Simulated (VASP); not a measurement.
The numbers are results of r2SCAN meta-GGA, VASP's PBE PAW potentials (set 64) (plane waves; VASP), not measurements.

Input for VASP

File KPOINTS:
```
Regular mesh
0
G
 12 12 12
0 0 0
```

**POSCAR**
```
P
1.0
  1.7257250000   0.9963480000   3.1296800000
 -1.7257250000   0.9963480000   3.1296800000
  0.0000000000  -1.9926960000   3.1296800000
P
2
Cart
  0.0000000000   0.0000000000   2.1320632032
 -0.0000000000   0.0000000000   7.2569767968
```

INCAR:
```
SYSTEM = P
PREC = Accurate
ENCUT = 400
EDIFF = 1E-6
NELM = 100
ALGO = Normal
LREAL = .FALSE.
LASPH = .TRUE.
ISMEAR = 1
SIGMA = 0.1
METAGGA = R2SCAN
LMIXTAU = .TRUE.
LWAVE = .FALSE.
LCHARG = .FALSE.
IBRION = 2
ISIF = 3
NSW = 60
EDIFFG = -0.01
```

POTCAR, in this order: P (PBE.64 set). Program: vasp_std.

The run wrote:

File OSZICAR:
```
       N       E                     dE             d eps       ncg     rms          rms(c)
DAV:   1     0.107052528758E+02    0.10705E+02   -0.41765E+03  3402   0.804E+02
DAV:   2    -0.189092298898E+02   -0.29614E+02   -0.28573E+02  5135   0.120E+02
DAV:   3    -0.197006978239E+02   -0.79147E+00   -0.78827E+00  4262   0.214E+01
DAV:   4    -0.197053854613E+02   -0.46876E-02   -0.46855E-02  4896   0.179E+00
DAV:   5    -0.197054048519E+02   -0.19391E-04   -0.19384E-04  4382   0.853E-02    0.768E+00
DAV:   6    -0.176983767534E+02    0.20070E+01   -0.30931E-01  3524   0.452E+00    0.509E+00
DAV:   7    -0.182586242639E+02   -0.56025E+00   -0.29998E-01  3426   0.522E+00    0.125E+00
DAV:   8    -0.177709789860E+02    0.48765E+00   -0.21652E-01  3415   0.459E+00    0.192E-01
DAV:   9    -0.177739850826E+02   -0.30061E-02   -0.18242E-03  4767   0.461E-01    0.129E-01
DAV:  10    -0.177735723706E+02    0.41271E-03   -0.35384E-04  3867   0.157E-01    0.141E-01
DAV:  11    -0.177751963427E+02   -0.16240E-02   -0.18994E-03  3620   0.457E-01    0.680E-02
DAV:  12    -0.177752302166E+02   -0.33874E-04   -0.10639E-04  4211   0.107E-01    0.547E-02
DAV:  13    -0.177752384494E+02   -0.82328E-05   -0.25682E-06  4174   0.158E-02    0.413E-02
DAV:  14    -0.177752752672E+02   -0.36818E-04   -0.19390E-05  3462   0.507E-02    0.418E-03
DAV:  15    -0.177752764208E+02   -0.11536E-05   -0.22930E-06  3498   0.165E-02    0.615E-03
DAV:  16    -0.177752778401E+02   -0.14193E-05   -0.64395E-07  1796   0.938E-03    0.520E-03
DAV:  17    -0.177752780238E+02   -0.18372E-06   -0.86837E-08  1755   0.245E-03
   1 F= -.17775278E+02 E0= -.17775159E+02  d E =-.177753E+02
       N       E                     dE             d eps       ncg     rms          rms(c)
DAV:   1    -0.177754926452E+02   -0.21481E-03   -0.53441E-03  3545   0.489E-01    0.602E-02
DAV:   2    -0.177754595860E+02    0.33059E-04   -0.19827E-04  4551   0.112E-01    0.297E-02
DAV:   3    -0.177754539407E+02    0.56453E-05   -0.65632E-05  4469   0.627E-02    0.693E-03
DAV:   4    -0.177754546092E+02   -0.66852E-06   -0.82614E-06  3761   0.265E-02
   2 F= -.17775455E+02 E0= -.17775329E+02  d E =-.176585E-03
       N       E                     dE             d eps       ncg     rms          rms(c)
DAV:   1    -0.177754949952E+02   -0.41054E-04   -0.20935E-03  3546   0.305E-01    0.358E-02
DAV:   2    -0.177754843675E+02    0.10628E-04   -0.80665E-05  4550   0.721E-02    0.172E-02
DAV:   3    -0.177754822515E+02    0.21160E-05   -0.28199E-05  4416   0.437E-02    0.494E-03
DAV:   4    -0.177754829337E+02   -0.68221E-06   -0.56953E-06  3550   0.231E-02
   3 F= -.17775483E+02 E0= -.17775357E+02  d E =-.204910E-03
       N       E                     dE             d eps       ncg     rms          rms(c)
DAV:   1    -0.177755517630E+02   -0.69512E-04   -0.23139E-03  3592   0.305E-01    0.392E-02
DAV:   2    -0.177755295573E+02    0.22206E-04   -0.91623E-05  4249   0.789E-02    0.286E-02
DAV:   3    -0.177755230178E+02    0.65395E-05   -0.37841E-05  3987   0.524E-02    0.582E-03
DAV:   4    -0.177755256098E+02   -0.25920E-05   -0.62909E-06  3613   0.250E-02    0.597E-03
DAV:   5    -0.177755254739E+02    0.13585E-06   -0.23053E-06  3373   0.165E-02
   4 F= -.17775525E+02 E0= -.17775401E+02  d E =-.425403E-04
       N       E                     dE             d eps       ncg     rms          rms(c)
DAV:   1    -0.177755418167E+02   -0.16207E-04   -0.72320E-04  3598   0.171E-01    0.204E-02
DAV:   2    -0.177755347514E+02    0.70653E-05   -0.29457E-05  4305   0.441E-02    0.149E-02
DAV:   3    -0.177755327755E+02    0.19758E-05   -0.12834E-05  3978   0.284E-02    0.343E-03
DAV:   4    -0.177755336246E+02   -0.84904E-06   -0.11445E-06  1848   0.107E-02
   5 F= -.17775534E+02 E0= -.17775413E+02  d E =-.506909E-04
       N       E                     dE             d eps       ncg     rms          rms(c)
DAV:   1    -0.177755621723E+02   -0.29397E-04   -0.10847E-03  3411   0.199E-01    0.212E-02
DAV:   2    -0.177755615782E+02    0.59409E-06   -0.44526E-05  4105   0.588E-02    0.943E-03
DAV:   3    -0.177755607556E+02    0.82252E-06   -0.65573E-06  4084   0.213E-02
   6 F= -.17775561E+02 E0= -.17775443E+02  d E =-.271311E-04
       N       E                     dE             d eps       ncg     rms          rms(c)
DAV:   1    -0.177756453600E+02   -0.83782E-04   -0.95510E-03  3409   0.592E-01    0.626E-02
DAV:   2    -0.177756329621E+02    0.12398E-04   -0.37007E-04  4096   0.169E-01    0.295E-02
DAV:   3    -0.177756247180E+02    0.82441E-05   -0.44210E-05  4070   0.550E-02    0.102E-02
DAV:   4    -0.177756253089E+02   -0.59090E-06   -0.10661E-05  4314   0.256E-02    0.990E-03
DAV:   5    -0.177756257667E+02   -0.45781E-06   -0.19581E-06  2115   0.135E-02
   7 F= -.17775626E+02 E0= -.17775525E+02  d E =-.921422E-04
       N       E                     dE             d eps       ncg     rms          rms(c)
DAV:   1    -0.177757346415E+02   -0.10933E-03   -0.38541E-02  3409   0.119E+00    0.124E-01
DAV:   2    -0.177756914159E+02    0.43226E-04   -0.15055E-03  4110   0.342E-01    0.615E-02
DAV:   3    -0.177756608025E+02    0.30613E-04   -0.18264E-04  4089   0.110E-01    0.212E-02
DAV:   4    -0.177756605831E+02    0.21941E-06   -0.37678E-05  4329   0.487E-02    0.190E-02
DAV:   5    -0.177756605156E+02    0.67460E-07   -0.71234E-06  3519   0.275E-02
   8 F= -.17775661E+02 E0= -.17775611E+02  d E =-.126891E-03
       N       E                     dE             d eps       ncg     rms          rms(c)
DAV:   1    -0.177756732592E+02   -0.12676E-04   -0.59251E-03  3409   0.466E-01    0.486E-02
DAV:   2    -0.177756716050E+02    0.16542E-05   -0.22896E-04  4119   0.134E-01    0.251E-02
DAV:   3    -0.177756663832E+02    0.52218E-05   -0.29092E-05  4021   0.447E-02    0.876E-03
DAV:   4    -0.177756666265E+02   -0.24330E-06   -0.85723E-06  4121   0.260E-02
   9 F= -.17775667E+02 E0= -.17775596E+02  d E =-.133002E-03
       N       E                     dE             d eps       ncg     rms          rms(c)
DAV:   1    -0.177756672451E+02   -0.86188E-06   -0.30543E-04  3408   0.109E-01    0.113E-02
DAV:   2    -0.177756677466E+02   -0.50157E-06   -0.17656E-05  4099   0.389E-02    0.737E-03
DAV:   3    -0.177756676355E+02    0.11116E-06   -0.31881E-06  3512   0.178E-02
  10 F= -.17775668E+02 E0= -.17775602E+02  d E =-.134011E-03
       N       E                     dE             d eps       ncg     rms          rms(c)
DAV:   1    -0.177756690829E+02   -0.13362E-05   -0.85291E-04  3411   0.177E-01    0.185E-02
DAV:   2    -0.177756687171E+02    0.36572E-06   -0.31247E-05  4155   0.495E-02    0.900E-03
DAV:   3    -0.177756672272E+02    0.14899E-05   -0.47669E-06  3891   0.180E-02    0.327E-03
DAV:   4    -0.177756676279E+02   -0.40066E-06   -0.15768E-06  1871   0.127E-02
  11 F= -.17775668E+02 E0= -.17775611E+02  d E =-.134003E-03
```

### OUTCAR
```
------------------------ aborting loop because EDIFF is reached ----------------------------------------
  FORCE on cell =-STRESS in cart. coord.  units (eV):
  Direction    XX          YY          ZZ          XY          YZ          ZX
  --------------------------------------------------------------------------------------
  Total        0.0156211      0.0156211      0.0137764      0.0000000      0.0000000      0.0000000
  in kB        0.7791860      0.7791863      0.6871695      0.0000000      0.0000000      0.0000000
  external PRESSURE =       0.7485140 kB  Pullay stress =       0.0000000 kB
  volume of cell :       32.12
      direct lattice vectors                 reciprocal lattice vectors
     1.730062356  0.998852175  3.097903382     0.289006924  0.166858191  0.107599654
    -1.730062356  0.998852175  3.097903382    -0.289006924  0.166858191  0.107599654
     0.000000000 -1.997704351  3.097903382     0.000000000 -0.333716381  0.107599654
 POSITION                                       TOTAL-FORCE (eV/Angst)
 -----------------------------------------------------------------------------------
      0.00000      0.00000      2.11287         0.000000      0.000000      0.009134
      0.00000      0.00000      7.18084        -0.000000      0.000000     -0.009134
 -----------------------------------------------------------------------------------
    total drift:                               -0.000000     -0.000000      0.000000
  FREE ENERGIE OF THE ION-ELECTRON SYSTEM (eV)
  ---------------------------------------------------
  free  energy   TOTEN  =       -17.7756676279 eV

  energy  without entropy=      -17.7754967534  energy(sigma->0) =      -17.77561067

 reached required accuracy - stopping structural energy minimisation
```
(Selected blocks of OUTCAR.)

### CONTCAR
```
P
   1.00000000000000
     1.7300623564060864    0.9988521754438016    3.0979033824305735
    -1.7300623564060864    0.9988521754438016    3.0979033824305735
     0.0000000000000001   -1.9977043508876031    3.0979033824305735
  P
     2
Direct
     0.2273444735512433    0.2273444735512433    0.2273444735512433
     0.7726555264487567    0.7726555264487567    0.7726555264487567
```

The structure comes from a computed database's P entry (R-3m); how it stands against other phases isn't given here. This run relaxes it. Symmetry was kept, so distortions that lower it aren't found.
